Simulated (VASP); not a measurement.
```
CELL_PARAMETERS angstrom
      4.94613     0.00000     0.00000
     -2.47306     4.28347     0.00000
      0.00000     0.00000     5.44805
ATOMIC_POSITIONS crystal
  Si 0.00000 0.46959 0.33333
  Si 0.53041 0.53041 0.00000
  Si 0.46959 0.00000 0.66667
  O  0.14441 0.73182 0.54850
  O  0.26818 0.41259 0.21517
  O  0.58741 0.85559 0.88183
  O  0.73182 0.14441 0.45150
  O  0.41259 0.26818 0.78483
  O  0.85559 0.58741 0.11817
```

Level of theory: PBEsol GGA, VASP's PBE PAW potentials (set 64) (plane waves; VASP 6.6.1). Settings: 520 eV cut-off, 6×6×5 Γ-centred mesh, tetrahedra with Blöchl corrections, potentials Si O.

Q: Predict the energy per atom (σ→0), band gap (on the k-mesh) with the smallest direct gap where there is one.

A: 
```json
{
  "band gap (on the k-mesh)": "5.71 eV",
  "smallest direct gap (on the k-mesh)": "6.02 eV",
  "energy per atom (σ→0)": "-8.223 eV/atom"
}
```

The structure comes from a computed database's SiO2 entry (P3_221); how it stands against other phases isn't given here. It was relaxed first.
